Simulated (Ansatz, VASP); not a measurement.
# H107C58N29O10: VASP beside Ansatz

Aim: how closely do two programs agree when they are given the same cell, functional and k mesh? The cell is taken from a series of runs on this material, whose earlier steps may have relaxed, scaled, displaced or heated it; both programs get it as it stands.

Method: plane waves, with VASP 6.6.1 beside it; single point at PBEsol, in Ansatz 0.2.0.

**1. The starting structure**

The cell holds 204 atoms: 58 C, 29 N, 107 H and 10 O. Its edges and angles: a = 14.395 Å, b = 14.395 Å, c = 14.395 Å, α = 90.0°, β = 90.0°, γ = 90.0°.

**2. VASP: single point, PBEsol**

With cell and atoms fixed, the geometry can't cause a difference; cores, projectors, grids and the points listed under the comparison can.

Lines of VASP's logs that name or quote its potential files are left out, and so is its time.

The input, INCAR:

```
SYSTEM = H107C58N29O10
PREC = Accurate
ENCUT = 600
EDIFF = 1E-06
NELM = 120
ISMEAR = 0
SIGMA = 0.01
LREAL = Auto
ALGO = Normal
GGA = PS
NBANDS = 414
LORBIT = 11
LWAVE = .FALSE.
LCHARG = .FALSE.
ISIF = 2
LASPH = .TRUE.
GGA_COMPAT = .FALSE.
EFERMI = MIDGAP
```

The input, POSCAR:

```
H107C58N29O10
1.0
   14.3953100000      0.0000000000      0.0000000000
    0.0000000000     14.3953100000      0.0000000000
    0.0000000000      0.0000000000     14.3953100000
C N H O
58 29 107 10
Direct
    0.1484800000      0.0287000000      0.9874700000
    0.0530200000      0.9860800000      0.9738200000
    0.8457200000      0.1529800000      0.9669100000
    0.7609400000      0.2148500000      0.9655400000
    0.3732200000      0.8235200000      0.6612700000
    0.3679200000      0.8547200000      0.5640300000
    0.6295600000      0.5204100000      0.5138200000
    0.6226300000      0.6073600000      0.5704900000
    0.5636500000      0.4825000000      0.1359800000
    0.6290600000      0.5273300000      0.1992000000
    0.7155000000      0.8331400000      0.0210700000
    0.6751400000      0.9254300000      0.0191900000
    0.6102200000      0.1399100000      0.5686800000
    0.5960400000      0.2194300000      0.6284300000
    0.7551400000      0.8409700000      0.4824500000
    0.8522400000      0.8425800000      0.4490800000
    0.9559100000      0.0420500000      0.7004200000
    0.8689000000      0.0920900000      0.7198700000
    0.4034300000      0.1897500000      0.8568700000
    0.3745600000      0.0940600000      0.8566700000
    0.4117200000      0.9829600000      0.0922500000
    0.3788000000      0.0782200000      0.1104300000
    0.0755600000      0.3069500000      0.6974300000
    0.1190000000      0.2710900000      0.7812200000
    0.5173900000      0.7981200000      0.3140800000
    0.5595500000      0.8863000000      0.3430500000
    0.3734400000      0.5692800000      0.8861600000
    0.3481600000      0.5849800000      0.7879600000
    0.3420800000      0.1083000000      0.6203100000
    0.2470300000      0.0736300000      0.6226000000
[... 168 atom lines left out ...]
    0.7684300000      0.2858800000      0.5017500000
    0.4091500000      0.0375700000      0.3649100000
    0.8093600000      0.3863700000      0.6581500000
    0.4017200000      0.6176000000      0.1261200000
    0.3552300000      0.8170600000      0.9163100000
    0.2775200000      0.1682400000      0.3240900000
```

The input, KPOINTS:

```
Automatic mesh
0
Gamma
1 1 1
0 0 0
```

The projector-augmented-wave data sets are C, N, H and O (PBE family, release 64).

Launch:

```console
$ export OMP_NUM_THREADS=3
$ mpirun -np 1 vasp_gam
```

Numbers of over 12 decimals in the logs are rounded to 6 here.

The program printed:

```text
[banner, memory and clock lines left out]
running    1 mpi-ranks, on    1 nodes
[...]
Offloading initialized ...    1 GPUs detected
[...]
|                                                                             |
|               ----> ADVICE to this user running VASP <----                  |
|                                                                             |
|     You enforced a specific xc type in the INCAR file but a different       |
|     [... a line on the potential file left out ...]
|     I HOPE YOU KNOW WHAT YOU ARE DOING!                                     |
|                                                                             |

 LDA part: xc-table for (Slater+PW92), standard interpolation
 POSCAR, INCAR and KPOINTS ok, starting setup
[...]
entering main loop
       N       E                     dE             d eps       ncg     rms          rms(c)
DAV:   1     0.430243993839E+04    0.43024E+04   -0.28293E+05   852   0.130E+03
DAV:   2    -0.721782412979E+03   -0.50242E+04   -0.47920E+04  1074   0.286E+02
DAV:   3    -0.133426503309E+04   -0.61248E+03   -0.60724E+03  1048   0.102E+02
DAV:   4    -0.135105045009E+04   -0.16785E+02   -0.16705E+02  1016   0.197E+01
[...]
DAV:  18    -0.122880634091E+04    0.85994E-05   -0.35585E-05   968   0.138E-02    0.717E-03
DAV:  19    -0.122880633970E+04    0.12124E-05   -0.16534E-05   976   0.768E-03    0.406E-03
DAV:  20    -0.122880633902E+04    0.67608E-06   -0.26455E-06   872   0.316E-03
   1 F= -.12288063E+04 E0= -.12288063E+04  d E =0.000000E+00
```

Parts of OUTCAR (step 2):

```text
  FREE ENERGIE OF THE ION-ELECTRON SYSTEM (eV)
  ---------------------------------------------------
  free  energy   TOTEN  =     -1228.8063390223 eV

  energy  without entropy=    -1228.8063390223  energy(sigma->0) =    -1228.80633902
```

The run ends at a pressure of -0.05 GPa, with forces up to 6.9 eV/Å.

[end of part 1 of 2]

[Lines on the potential files, build, host, timing and source positions are cut from VASP's logs without a mark.]

[Logs are printed without paths, hosts, clocks, repeated set-up lines and the standing remarks that a program may print on its own settings, such as how far it seeks lower states.]

[Hosts, paths, dates, database ids (printed as entryN), source tags and the programs' standing remarks are cut or masked in the printed files.]
